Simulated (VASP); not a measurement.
These are vdW-DF2, VASP's PBE PAW potentials (set 64) (plane waves; VASP) values and carry that method's errors.

Input for VASP

### POSCAR
```
Al3Sc
1
    4.1366812706     0.0000000000     0.0000000000
    0.0000000000     4.1366812706     0.0000000000
    0.0000000000     0.0000000000     4.1366812706
Sc Al
1 3
Direct
  0.0000000000   0.0000000000   0.0000000000
  0.0000000000   0.5000000000   0.5000000000
  0.5000000000   0.0000000000   0.5000000000
  0.5000000000   0.5000000000   0.0000000000
```

File KPOINTS:
```
Automatic mesh
0
Gamma
8 8 8
0 0 0
```

INCAR:
```
# general
SYSTEM   = Al3Sc
PREC     = Accurate
ENCUT    = 520
LREAL    = .FALSE.
LASPH    = .TRUE.

# electronic loop
EDIFF    = 1E-7
NELM     = 100
ALGO     = Normal
LMAXMIX  = 4

# smearing
ISMEAR   = -5

# functional
GGA      = ML
LUSE_VDW = .TRUE.
AGGAC    = 0.0
ZAB_VDW  = -1.8867

# ions
ISIF     = 2

# output
LWAVE    = .FALSE.
LCHARG   = .TRUE.
LORBIT   = 11
NEDOS    = 601

# other
LEFG     = .TRUE.
```

POTCAR, in this order: Sc_sv Al (PBE.64 set). Program: vasp_std.

What will the output report for the number of irreducible k-points (NKPTS), largest plane-wave count, number of space-group operations, FFT grid (NGX, NGY, NGZ)?

```yaml
number of irreducible k-points (NKPTS): 35
largest_plane_wave_count: 1935
number_of_space_group_operations: 48
FFT grid (NGX, NGY, NGZ): 32 × 32 × 32
```

The compound is Al3Sc in the L1_2 structure. It was relaxed first.
